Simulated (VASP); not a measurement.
Output of a VASP run:

File OUTCAR:
```
 ion  position               nearest neighbor table
   1  0.000  0.000  0.000-   2 2.76   3 2.76   4 2.76   2 2.76   3 2.76   2 2.76   4 2.76   2 2.76
                             3 2.76   4 2.76   3 2.76   4 2.76
   2  0.000  0.500  0.500-   1 2.76   3 2.76   4 2.76   1 2.76   4 2.76   1 2.76   3 2.76   1 2.76
                             3 2.76   4 2.76   4 2.76   3 2.76
   3  0.500  0.000  0.500-   1 2.76   2 2.76   4 2.76   1 2.76   4 2.76   2 2.76   4 2.76   4 2.76
                             1 2.76   2 2.76   1 2.76   2 2.76
   4  0.500  0.500  0.000-   1 2.76   2 2.76   3 2.76   2 2.76   3 2.76   1 2.76   3 2.76   3 2.76
                             1 2.76   2 2.76   2 2.76   1 2.76
  LATTYP: Found a simple cubic cell.
 ALAT       =     3.9092735820
 Subroutine PRICEL returns:
 Original cell was already a primitive cell.
 Subroutine GETGRP returns: Found 48 space group operations
The static configuration has the point symmetry O_h .
The dynamic configuration has the point symmetry O_h .
 Subroutine INISYM returns: Found 48 space group operations
 Subroutine IBZKPT returns following result:
 Found     35 irreducible k-points:

 Following reciprocal coordinates:
            Coordinates               Weight
  0.000000  0.000000  0.000000      1.000000
  0.125000  0.000000  0.000000      6.000000
  0.250000  0.000000  0.000000      6.000000
  0.375000  0.000000  0.000000      6.000000
  0.500000  0.000000  0.000000      3.000000
  0.125000  0.125000  0.000000     12.000000
  0.250000  0.125000  0.000000     24.000000
  0.375000  0.125000  0.000000     24.000000
  0.500000  0.125000  0.000000     12.000000
  0.250000  0.250000  0.000000     12.000000
  0.375000  0.250000  0.000000     24.000000
  0.500000  0.250000  0.000000     12.000000
  0.375000  0.375000  0.000000     12.000000
  0.500000  0.375000  0.000000     12.000000
  0.500000  0.500000  0.000000      3.000000
  0.125000  0.125000  0.125000      8.000000
  0.250000  0.125000  0.125000     24.000000
  0.375000  0.125000  0.125000     24.000000
  0.500000  0.125000  0.125000     12.000000
  0.250000  0.250000  0.125000     24.000000
  0.375000  0.250000  0.125000     48.000000
  0.500000  0.250000  0.125000     24.000000
  0.375000  0.375000  0.125000     24.000000
  0.500000  0.375000  0.125000     24.000000
  0.500000  0.500000  0.125000      6.000000
  0.250000  0.250000  0.250000      8.000000
  0.375000  0.250000  0.250000     24.000000
  0.500000  0.250000  0.250000     12.000000
  0.375000  0.375000  0.250000     24.000000
  0.500000  0.375000  0.250000     24.000000
  0.500000  0.500000  0.250000      6.000000
  0.375000  0.375000  0.375000      8.000000
  0.500000  0.375000  0.375000     12.000000
  0.500000  0.500000  0.375000      6.000000
  0.500000  0.500000  0.500000      1.000000
   k-points           NKPTS =     35   k-points in BZ     NKDIM =     35   number of bands    NBANDS=     25
   number of dos      NEDOS =    301   number of ions     NIONS =      4
   total plane-waves  NPLWV =  27000
   dimension x,y,z NGX =    30 NGY =   30 NGZ =   30
   dimension x,y,z NGXF=    60 NGYF=   60 NGZF=   60
   ions per type =               1   3
   PREC   = accura    normal or accurate (medium, high low for compatibility)
   ISTART =      0    job   : 0-new  1-cont  2-samecut
   ICHARG =      2    charge: 1-file 2-atom 10-const
   ISPIN  =      1    spin polarized calculation?
   LNONCOLLINEAR =      F non collinear calculations
   LSORBIT =      F    spin-orbit coupling
   INIWAV =      1    electr: 0-lowe 1-rand  2-diag
   ENCUT  =  520.0 eV  38.22 Ry    6.18 a.u.   7.27  7.27  7.27*2*pi/ulx,y,z
   NELM   =    100;   NELMIN=  2; NELMDL= -5     # of ELM steps
   EDIFF  = 0.1E-06   stopping-criterion for ELM
   LREAL  =      F    real-space projection
   NLSPLINE    = F    spline interpolate recip. space projectors
   LMAXMIX     =    6 max onsite mixed and CHGCAR
   VOSKOWN=      0    Vosko Wilk Nusair interpolation
   EDIFFG = 0.1E-05   stopping-criterion for IOM
   NSW    =      0    number of steps for IOM
   NBLOCK =      1;   KBLOCK =      1    inner block; outer block
...
```

**OSZICAR**
```
       N       E                     dE             d eps       ncg     rms          rms(c)
DAV:   1     0.395219794836E+03    0.39522E+03   -0.21344E+04  1750   0.181E+03
DAV:   2     0.133844894786E+02   -0.38184E+03   -0.37400E+03  1828   0.450E+02
DAV:   3    -0.228035929991E+02   -0.36188E+02   -0.34670E+02  2592   0.114E+02
DAV:   4    -0.239801390246E+02   -0.11765E+01   -0.11720E+01  2114   0.222E+01
DAV:   5    -0.240124923170E+02   -0.32353E-01   -0.32324E-01  2590   0.364E+00    0.226E+01
DAV:   6    -0.220724327187E+02    0.19401E+01   -0.21941E+01  2485   0.334E+01    0.138E+01
DAV:   7    -0.217103041460E+02    0.36213E+00   -0.29945E+01  2424   0.331E+01    0.104E+01
DAV:   8    -0.209022800692E+02    0.80802E+00   -0.16800E+00  2412   0.103E+01    0.456E+00
DAV:   9    -0.207949566898E+02    0.10732E+00   -0.20523E+00  2616   0.784E+00    0.223E+00
DAV:  10    -0.207437531476E+02    0.51204E-01   -0.31446E-01  2479   0.397E+00    0.351E-01
DAV:  11    -0.207448285433E+02   -0.10754E-02   -0.38516E-03  2159   0.520E-01    0.396E-01
DAV:  12    -0.207435407714E+02    0.12878E-02   -0.95999E-03  2474   0.596E-01    0.843E-02
DAV:  13    -0.207435145636E+02    0.26208E-04   -0.18190E-04  2101   0.934E-02    0.431E-02
DAV:  14    -0.207435303255E+02   -0.15762E-04   -0.88904E-05  2394   0.714E-02    0.562E-02
DAV:  15    -0.207435035757E+02    0.26750E-04   -0.13307E-04  2525   0.735E-02    0.878E-03
DAV:  16    -0.207435038271E+02   -0.25137E-06   -0.29265E-06  2428   0.107E-02    0.555E-03
DAV:  17    -0.207435039058E+02   -0.78737E-07   -0.49927E-07  1734   0.546E-03
   1 F= -.20743504E+02 E0= -.20743321E+02  d E =-.550145E-03
```

**OUTCAR**
```
------------------------ aborting loop because EDIFF is reached ----------------------------------------
  FORCE on cell =-STRESS in cart. coord.  units (eV):
  Direction    XX          YY          ZZ          XY          YZ          ZX
  --------------------------------------------------------------------------------------
  Total        0.0038604      0.0038604      0.0038604     -0.0000000      0.0000000     -0.0000000
  in kB        0.1035282      0.1035282      0.1035282     -0.0000000      0.0000000     -0.0000000
  external PRESSURE =       0.1035282 kB  Pullay stress =       0.0000000 kB
  volume of cell :       59.74
      direct lattice vectors                 reciprocal lattice vectors
     3.909273582  0.000000000  0.000000000     0.255802000  0.000000000  0.000000000
     0.000000000  3.909273582  0.000000000     0.000000000  0.255802000  0.000000000
     0.000000000  0.000000000  3.909273582     0.000000000  0.000000000  0.255802000
 POSITION                                       TOTAL-FORCE (eV/Angst)
 -----------------------------------------------------------------------------------
      0.00000      0.00000      0.00000         0.000000      0.000000      0.000000
      0.00000      1.95464      1.95464         0.000000      0.000000      0.000000
      1.95464      0.00000      1.95464         0.000000      0.000000      0.000000
      1.95464      1.95464      0.00000         0.000000      0.000000      0.000000
 -----------------------------------------------------------------------------------
    total drift:                                0.000000      0.000000     -0.000000
  FREE ENERGIE OF THE ION-ELECTRON SYSTEM (eV)
  ---------------------------------------------------
  free  energy   TOTEN  =       -20.7435039058 eV

  energy  without entropy=      -20.7429537611  energy(sigma->0) =      -20.74332052
```
(Selected blocks of OUTCAR.)

**POSCAR**
```
Pt3Ti
1
    3.9092735820     0.0000000000     0.0000000000
    0.0000000000     3.9092735820     0.0000000000
    0.0000000000     0.0000000000     3.9092735820
Ti Pt
1 3
Direct
  0.0000000000   0.0000000000   0.0000000000
  0.0000000000   0.5000000000   0.5000000000
  0.5000000000   0.0000000000   0.5000000000
  0.5000000000   0.5000000000   0.0000000000
```

Problem. Reconstruct the remaining input files.

Solution. This is not unique; one that fits is the input of the run itself, vdW-DF-cx, plane waves, VASP's PBE PAW potentials (set 64).

**INCAR**
```
SYSTEM = Pt3Ti
PREC = Accurate
ENCUT = 520
EDIFF = 1E-7
NELM = 100
ALGO = Normal
LREAL = .FALSE.
LASPH = .TRUE.
ISMEAR = 1
SIGMA = 0.1
GGA = CX
LUSE_VDW = .TRUE.
AGGAC = 0.0
LMAXMIX = 6
LWAVE = .FALSE.
LCHARG = .FALSE.
ISIF = 2
```

### KPOINTS
```
Automatic mesh
0
Gamma
8 8 8
0 0 0
```

POTCAR, in this order: Ti_sv Pt (PBE.64 set). Program: vasp_std.

The compound is Pt3Ti in the L1_2 structure. It was relaxed first.
